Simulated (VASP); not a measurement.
The system is CdAu.

```
CELL_PARAMETERS angstrom
3.32000 0.00000 0.00000
0.00000 3.32000 0.00000
0.00000 0.00000 3.32000
ATOMIC_POSITIONS crystal
Cd 0.50000 0.50000 0.50000
Au 0.00000 0.00000 0.00000
```

```yaml
Program: VASP 6.6.1
Task: relaxation of cell and atoms
Functional: LDA
Potentials_or_basis: VASP PAW LDA potentials, release 64 (Cd, Au)
Cutoff: 600 eV
k_mesh: 12 × 12 × 12
Occupations: gaussian, width 0.1 eV
Spin: no spin polarisation
```

At the start: pressure -3.5 GPa; volume 18.30 Å³/atom.

Task: How do energy, volume and symmetry change on relaxing?

Result: Over 3 steps the energy falls by 5.7 meV/atom and the volume is 17.79 Å³/atom (-2.8 %); space group Pm-3m (No. 221, to 0.05 Å).

Step by step:
```
step  energy change (eV)  largest force (eV/Å)  pressure (GPa)  volume (Å³)
   1              0.0000                0.0000           -3.47        36.59
   2              0.0019                0.0000            4.25        34.54
   3             -0.0114                0.0000           -0.03        35.58
```

Final structure:
```cif
data_structure
_symmetry_space_group_name_H-M 'P 1'
_symmetry_Int_Tables_number 1
_cell_length_a 3.2890
_cell_length_b 3.2890
_cell_length_c 3.2890
_cell_angle_alpha 90.000
_cell_angle_beta 90.000
_cell_angle_gamma 90.000
_cell_volume 35.58
loop_
_atom_site_label
_atom_site_type_symbol
_atom_site_fract_x
_atom_site_fract_y
_atom_site_fract_z
_atom_site_occupancy
Cd1 Cd 0.50000 0.50000 0.50000 1
Au1 Au 0.00000 0.00000 0.00000 1
```
